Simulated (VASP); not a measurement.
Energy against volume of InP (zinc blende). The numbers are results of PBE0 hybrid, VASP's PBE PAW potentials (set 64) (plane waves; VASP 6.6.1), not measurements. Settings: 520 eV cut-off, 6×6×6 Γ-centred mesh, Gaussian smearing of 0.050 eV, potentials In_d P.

```json
[
 {"V (Å³/atom)": "24.051", "E (eV/atom)": "-5.41699"},
 {"V (Å³/atom)": "24.844", "E (eV/atom)": "-5.43480"},
 {"V (Å³/atom)": "25.637", "E (eV/atom)": "-5.43988"},
 {"V (Å³/atom)": "26.430", "E (eV/atom)": "-5.43418"}
]
```

Question: Fit these four points and predict the energy of the run at 27.222 Å³/atom.

Answer: A cubic in V^(−2/3), the third-order Birch-Murnaghan form, passes through the four points with V0 = 25.59 Å³/atom and B0 = 71 GPa, and gives -5.4194 eV/atom there. The run gave -5.4194 eV/atom, -0.1 meV/atom from the fit; all five points give B0 = 71 GPa.

The compound is InP in the zinc blende structure. It was relaxed first. The cell's shape comes from a PBE relaxation.
